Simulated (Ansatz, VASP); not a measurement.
# Na (ladder Na chain) in two plane-wave programs

Wanted: the spread between two codes on one cell, functional and k mesh. The structure shown is the start of the Ansatz relaxation below; VASP solves that cell, so the two are compared at the walk's first step. Other levels of theory on this material are compared in a session of their own.

Method: plane waves, with VASP 6.6.1 beside it; LDA and RPBE, in Ansatz 0.2.0.

**1. The starting structure**

The cell holds 2 atoms: 2 Na. Cell: a = 13.500 Å, b = 12.000 Å, c = 3.249 Å, α = 90.0°, β = 90.0°, γ = 90.0°. Vacuum lies along a and b. The structure's axis is c.

**2. Ansatz: relaxation, LDA**

Ansatz runs on its default PAW (the set named soft_2) files.

The two programs are compared at the cell with which this relaxation starts, whose forces are those of its first step.

File input.yaml:

```yaml
crystal:
  lattice:
    - [13.5, 0.0, 0.0]
    - [0.0, 12.0, 0.0]
    - [0.0, 0.0, 3.24862]
  atoms:
    - { symbol: Na, position: [0.397202963, 0.5, 0.0], spin: 0.5 }
    - { symbol: Na, position: [0.602797037, 0.5, 0.5], spin: 0.5 }
magnetization:
  spin_polarized: true
kpoints:
  mp_grid: { grid: [1, 1, 25] }
scf:
  occupations: { method: fermi_dirac, width: 0.05 }
hamiltonian:
  xc: lda
relax:
  cell: { fix: [a, b, alpha, beta, gamma] }
  max_steps: 60
```

Launch:

```
$ ansatz run input.yaml --threads 8 --pin off --max-ram 16384MiB --backend cpu --events-out ev --progress --plain --runs-dir out
```

Numbers of over 12 decimals in the logs are rounded to 6 here.

The program printed:

```text
Engine: ansatz 0.2.0, x86_64-unknown-linux-gnu
Pseudopotentials: kind: paw
Pseudopotential: Na, paw, valence charge 9, recommended cutoff 420 eV (normal), Na.paw.azcp
Functional definition: SPW92
  exchange = slater_x
  correlation = pw_c
Crystal: 2 atoms, lattice volume = 526.276 Å³
Basis set: ecut = 420 eV, 10327 PW (Γ)
Bands: 14, of which v1, the nominal top of the filled ones, is band 9 counted from 1 (8 counted from 0)
Symmetry: 8 space group operations
Space group: Pmma (ITA 51), of the structure as read, at distance tolerance 8.1e-5 Å
Magnetic group: BNS 51.289 (UNI 387), of the structure as read, at distance tolerance 8.1e-5 Å
k-points: 13 of 25
Non-local potential: Na, projectors of the file, l = 0: 3, l = 1: 2, l = 2: 1
PAW form: soft (Blöchl's): semilocal exchange-correlation on the pseudo side does not see the compensation charge
PAW frozen core: Na, regenerated for the run's functional, and the local potential with it (the file was generated under x = pbe(κ = 0.804, μ = 0.219515), c = pbe(β = 0.066725))
PAW one-centre angular grid: Na, 110 points (default); XC on 64 Gauss nodes
Initial density: superposition of atomic densities (neutral atoms: chi_scale 0, normalization atom)
Starting moments: Σ|m| = 1 μB on 2 of 2 sites
Initial wavefunctions: pseudopotential atomic-orbital guess
Functional: x = slater, c = lda
iter 1 solved again at ethr=2.75e-3 eV; its pass at ethr=3.10e-3 eV (dr2=4.95e-1 eV) is discarded
SCF iter   1: F=—  HF=-2932.079465 eV  |F-HF|=—  |Δ(HF+E_count)|=         —  Δρ=1.45e-2 (↑1.45e-2 ↓1.22e-2)  dr2=5.11e-1  dr2_m=8.38e-1  M=0.120 μB ∫|m|=0.140 μB  β_m=0.30  ethr=2.75e-3  ⟨swp⟩=1.0  Hψ=2890  notcnv=0
preconditioner: auto → LDOS  [metal: Δε(μ)=0.014 eV  Ē_g=3.630 eV  σ=0.050 eV  W_gap=0.07  n_scr=30 (ndim 8)  ℏωp=2.3 eV  f_vac=0.703  D(μ)=2.04/eV (n_scr^D=8)]
spin=Collinear: LDOS preconditioning applied to the charge; magnetization (m = ρ↑ − ρ↓) channel mixes plain (no charge-response kernel on spin).
SCF iter   2: F=—  HF=-2932.098976 eV  |F-HF|=—  |Δ(HF+E_count)|=   1.95e-2  Δρ=1.01e-2 (↑1.01e-2 ↓8.98e-3)  dr2=2.61e-1  dr2_m=4.28e-1  M=0.090 μB ∫|m|=0.104 μB  β_m=0.30  ethr=2.75e-3  ⟨swp⟩=1.0  Hψ=364  notcnv=0
SCF iter   3: F=—  HF=-2932.076108 eV  |F-HF|=—  |Δ(HF+E_count)|=   2.29e-2  Δρ=7.17e-3 (↑6.36e-3 ↓7.17e-3)  dr2=2.35e-2  dr2_m=2.18e-1  M=0.053 μB ∫|m|=0.064 μB  β_m=0.30  ethr=1.45e-3  ⟨swp⟩=2.4  Hψ=538  notcnv=0
SCF iter   4: F=—  HF=-2932.102039 eV  |F-HF|=—  |Δ(HF+E_count)|=   2.59e-2  Δρ=4.81e-3 (↑4.81e-3 ↓4.76e-3)  dr2=6.61e-3  dr2_m=1.10e-1  M=0.049 μB ∫|m|=0.057 μB  β_m=0.30  ethr=1.31e-4  ⟨swp⟩=3.8  Hψ=767  notcnv=0
SCF iter   5: F=—  HF=-2932.114028 eV  |F-HF|=—  |Δ(HF+E_count)|=   1.20e-2  Δρ=3.54e-3 (↑3.54e-3 ↓3.29e-3)  dr2=1.13e-3  dr2_m=5.61e-2  M=0.038 μB ∫|m|=0.045 μB  β_m=0.30  ethr=3.67e-5  ⟨swp⟩=2.3  Hψ=558  notcnv=0
SCF iter   6: F=—  HF=-2932.120198 eV  |F-HF|=—  |Δ(HF+E_count)|=   6.17e-3  Δρ=2.44e-3 (↑2.43e-3 ↓2.44e-3)  dr2=1.76e-4  dr2_m=2.86e-2  M=0.032 μB ∫|m|=0.037 μB  β_m=0.30  ethr=6.26e-6  ⟨swp⟩=1.9  Hψ=496  notcnv=0
SCF iter   7: F=—  HF=-2932.123551 eV  |F-HF|=—  |Δ(HF+E_count)|=   3.35e-3  Δρ=1.76e-3 (↑1.72e-3 ↓1.76e-3)  dr2=4.46e-5  dr2_m=1.46e-2  M=0.027 μB ∫|m|=0.030 μB  β_m=0.30  ethr=9.80e-7  ⟨swp⟩=2.2  Hψ=581  notcnv=0
Mixer restart at iter 7: flushing history
spin-set hold released at iteration 7 (site moments contracting): the magnetisation degrees of freedom join the quasi-Newton model from the next iteration; the mixer history was flushed
SCF iter   8: F=—  HF=-2932.125174 eV  |F-HF|=—  |Δ(HF+E_count)|=   1.62e-3  Δρ=1.25e-3 (↑1.23e-3 ↓1.25e-3)  dr2=2.45e-5  dr2_m=7.44e-3  M=0.023 μB ∫|m|=0.025 μB  β_m=0.65  ethr=2.48e-7  ⟨swp⟩=2.0  Hψ=576  notcnv=0
[...]
Crystal: 2 atoms, lattice volume = 551.143 Å³
Basis set: ecut = 420 eV, 10811 PW (Γ)
[...]
preconditioner: auto → Resta (q_TF=auto, 1.543 Å⁻¹)  ε∞=1.5  [insulator: Δε(μ)=0.145 eV  Ē_g=3.149 eV  σ=0.050 eV  W_gap=0.55  n_scr=30 (ndim 8)  ℏωp=2.2 eV  f_vac=0.725  D(μ)=1.70/eV (n_scr^D=8)  ε∞_Penn≈1.5  vacuum switching on, ρ_ref=7.2e-4 e/Å³]
spin=Collinear: Resta preconditioning applied to the charge; magnetization (m = ρ↑ − ρ↓) channel mixes plain (no charge-response kernel on spin).
[...]
SCF iter   8: F=-2932.163587 eV  HF=-2932.163587 eV  |F-HF|=1.69e-10  |Δ(HF+E_count)|=   1.92e-9  Δρ=7.07e-8 (↑7.07e-8 ↓6.86e-8)  dr2=3.25e-12  dr2_m=2.35e-11  M=-0.000 μB ∫|m|=0.000 μB  β_m=0.97  ethr=1.00e-12  ⟨swp⟩=1.0  Hψ=1023  notcnv=0
SCF iter   9: F=-2932.163587 eV  HF=-2932.163587 eV  |F-HF|=1.82e-12  |Δ(HF+E_count)|=  4.16e-10  Δρ=1.21e-8 (↑1.21e-8 ↓1.20e-8)  dr2=5.67e-14  dr2_m=7.05e-13  M=-0.000 μB ∫|m|=0.000 μB  ethr=1.00e-12  ⟨swp⟩=1.0  Hψ=866  notcnv=0
the starting moments were not kept: the SCF closed with an absolute magnetisation of 7.5e-6 μB, where they sum to 1 μB in size (2 sites). That is at most 0.1 of that sum. Measured as dr2_m measures the in/out step, that magnetisation stands 1.4e-12 eV from none, at or under the dr2_threshold of 8.8e-9 eV: it is no larger than a step whose dr2_m would equal this threshold.
SCF 6 converged in 9 iterations: F = -2932.163587 eV  dr2 = 5.67e-14
relax step   6: F+E_penalty+E_count = -2932.16358670 eV  Δ(F+E_penalty+E_count) = -3.807e-4 eV  max|allowed force component| = 8.724e-3 eV/Å  Δτ_max = 0.0108 Å  P = -0.001 GPa  Ω = 551.143 Å³  energy of the carried Pulay correction = -1.498e-5 eV  fix = [a, b, alpha, beta, gamma]  reactions: a +0.003, b -0.004 GPa  (9 SCF iters, dr2 threshold 8.82e-9 eV, accepted)
Initial wavefunctions: pseudopotential atomic-orbital guess (no wavefunctions were taken with the density)
iter 1 solved again at ethr=6.94e-8 eV; its pass at ethr=3.10e-3 eV (dr2=1.25e-5 eV) is discarded
SCF iter   1: F=—  HF=-2932.159639 eV  |F-HF|=—  |Δ(HF+E_count)|=         —  Δρ=7.32e-5 (↑7.32e-5 ↓7.32e-5)  dr2=7.06e-6  dr2_m=7.07e-13  M=-0.000 μB ∫|m|=0.000 μB  β_m=0.30  ethr=6.94e-8  ⟨swp⟩=4.1  Hψ=3254  notcnv=0
preconditioner: auto → Resta (q_TF=auto, 1.543 Å⁻¹)  ε∞=1.5  [insulator: Δε(μ)=0.146 eV  Ē_g=3.159 eV  σ=0.050 eV  W_gap=0.56  n_scr=30 (ndim 8)  ℏωp=2.2 eV  f_vac=0.725  D(μ)=1.71/eV (n_scr^D=8)  ε∞_Penn≈1.5  vacuum switching on, ρ_ref=7.2e-4 e/Å³]
spin=Collinear: Resta preconditioning applied to the charge; magnetization (m = ρ↑ − ρ↓) channel mixes plain (no charge-response kernel on spin).
SCF iter   2: F=—  HF=-2932.161236 eV  |F-HF|=—  |Δ(HF+E_count)|=   1.60e-3  Δρ=5.13e-5 (↑5.13e-5 ↓5.13e-5)  dr2=1.66e-6  dr2_m=5.44e-13  M=-0.000 μB ∫|m|=0.000 μB  β_m=0.42  ethr=3.92e-8  ⟨swp⟩=2.2  Hψ=406  notcnv=0
SCF iter   3: F=—  HF=-2932.162925 eV  |F-HF|=—  |Δ(HF+E_count)|=   1.69e-3  Δρ=2.23e-5 (↑2.23e-5 ↓2.23e-5)  dr2=5.08e-7  dr2_m=3.16e-13  M=-0.000 μB ∫|m|=0.000 μB  β_m=0.70  ethr=9.20e-9  ⟨swp⟩=2.5  Hψ=416  notcnv=0
SCF iter   4: F=—  HF=-2932.163568 eV  |F-HF|=—  |Δ(HF+E_count)|=   6.43e-4  Δρ=5.39e-6 (↑5.39e-6 ↓5.39e-6)  dr2=2.02e-7  dr2_m=1.28e-13  M=-0.000 μB ∫|m|=0.000 μB  β_m=0.85  ethr=2.82e-9  ⟨swp⟩=2.6  Hψ=426  notcnv=0
SCF iter   5: F=—  HF=-2932.163640 eV  |F-HF|=—  |Δ(HF+E_count)|=   7.25e-5  Δρ=5.26e-7 (↑5.26e-7 ↓5.25e-7)  dr2=1.21e-9  dr2_m=3.00e-14  M=-0.000 μB ∫|m|=0.000 μB  β_m=0.83  ethr=1.12e-9  ⟨swp⟩=2.5  Hψ=416  notcnv=0
SCF iter   6: F=—  HF=-2932.163641 eV  |F-HF|=—  |Δ(HF+E_count)|=   1.11e-6  Δρ=6.84e-8 (↑6.84e-8 ↓6.82e-8)  dr2=2.20e-10  dr2_m=1.13e-14  M=-0.000 μB ∫|m|=0.000 μB  β_m=0.92  ethr=6.74e-12  ⟨swp⟩=2.5  Hψ=430  notcnv=0
SCF iter   7: F=-2932.163641 eV  HF=-2932.163641 eV  |F-HF|=4.14e-11  |Δ(HF+E_count)|=   1.58e-8  Δρ=5.43e-9 (↑5.08e-9 ↓5.43e-9)  dr2=6.04e-13  dr2_m=2.81e-15  M=-0.000 μB ∫|m|=0.000 μB  ethr=1.00e-12  ⟨swp⟩=3.8  Hψ=1378  notcnv=0
the starting moments were not kept: the SCF closed with an absolute magnetisation of 4.6e-7 μB, where they sum to 1 μB in size (2 sites). That is at most 0.1 of that sum. Measured as dr2_m measures the in/out step, that magnetisation stands 5.8e-15 eV from none, at or under the dr2_threshold of 2.0e-11 eV: it is no larger than a step whose dr2_m would equal this threshold.
SCF 7 converged in 7 iterations: F = -2932.163641 eV  dr2 = 6.04e-13
relax step   7: F+E_penalty+E_count = -2932.16364131 eV  Δ(F+E_penalty+E_count) = -5.461e-5 eV  max|allowed force component| = 8.722e-3 eV/Å  Δτ_max = 0.0000 Å  P = -0.000 GPa  Ω = 551.143 Å³  fix = [a, b, alpha, beta, gamma]  reactions: a +0.003, b -0.004 GPa  stress off target by 4.58e-4 GPa on what of the cell is left free  SCF on the basis re-selected at this cell (its energy is not comparable with the rows above)  (7 SCF iters)
basis re-selected at this cell: Δ(F+E_penalty+E_count) = -5.461e-5 eV, ΔP = +0.000 GPa vs the last step (what re-selecting the basis moved, of the pressure what is left beyond the Pulay correction that the steps carried, after the strain that the cell walked since its last selection, with what the two solves' SCF thresholds leave and, on support functions, any second-order correction that the steps lacked; it is no m [...]
SCF converged after 7 iterations
Magnetization: -0.0000 μB (9.0000 up, 9.0000 down)
Absolute magnetization: 0.0000 μB (∫|ρ↑−ρ↓|, with the PAW one-centre terms)
Spin contamination: 0.0000 ħ² per cell (⟨S²⟩ above its minimum at these occupations)
Per-site moments (μB) at R_I (Å): [(-6.968695927995605e-8, 1.403374), (-6.968695932906457e-8, 1.403374)]
Free energy (F): -2932.163641 eV
Harris-Foulkes:  -2932.163641 eV  (|F-HF|=4.14e-11)
Internal energy: -2932.149317 eV  (E = F + TS)
E sigma→0 (E₀):  -2932.156479 eV
Entropy (-TS):   -0.014324 eV (-7.162 meV/atom)
Fermi energy:    -2.213520 eV
--- Per-component energies (eV) ---
  E_band       = -557.907563
  E_kinetic    = 239.807564
  E_local      = -4974.685924  (includes V_loc(G=0)·N_el)
  E_nonlocal   = 233.254874
  E_hartree    = 2060.285604
  E_xc         = -73.568929
  E_vxc        = -95.725137  (∫ρ·V_xc dr)
  E_paw        = -489.454989  (= ΣΔE_a)
  E_vpaw       = -81.130146  (= ΣTr[D̂ρ^β])
  E_aug_tail   = -0.000026  (compensation charges beyond the density's cutoff)
  E_ewald      = 71.930729
  E_core_change = 0.281780  (= ΣΔE_core)
  E_smearing   = -0.014324  (= −TS)
  E_closure    = 0.000000  (closes the sum)
  Σ components = -2932.163641   (vs F -2932.163641, Δ=0.00e0)
--- Forces (eV/Å), atoms counted from 1 ---
  atom   1  Na     0.00872233     0.00000000     0.00000000
  atom   2  Na    -0.00872233     0.00000000     0.00000000
  max |Σ_I F_I| component: 0.00e0 eV/Å
--- Stress (GPa, compression-positive) ---
        0.003166       0.000000       0.000000
        0.000000      -0.003944       0.000000
        0.000000       0.000000      -0.000458
  P = ⅓ Tr σ = -0.0004 GPa (-0.004 kbar)
--- Relaxed structure (6 steps of the walk, 6 accepted, 1 SCFs on fresh bases) ---
  F+E_penalty+E_count = -2932.16364131 eV   max|allowed force component| = 8.722e-3 eV/Å   (the final SCF, on the basis selected at the relaxed cell)
  cell:  # Å, volume = 551.1433 Å³
    - [13.5, 0.0, 0.0]
    - [0.0, 12.0, 0.0]
    - [0.0, 0.0, 3.402119]
  atoms:
    - { symbol: Na, position: [0.388347, 0.5, 0.0] }
    - { symbol: Na, position: [0.611653, 0.5, 0.5] }
```

(Continued in part 2 of 2.)

[Lines on the potential files, build, host, timing and source positions are cut from VASP's logs without a mark.]

[Logs are printed without paths, hosts, clocks, repeated set-up lines and the standing remarks that a program may print on its own settings, such as how far it seeks lower states.]

[Hosts, paths, dates, database ids (printed as entryN), source tags and the programs' standing remarks are cut or masked in the printed files.]
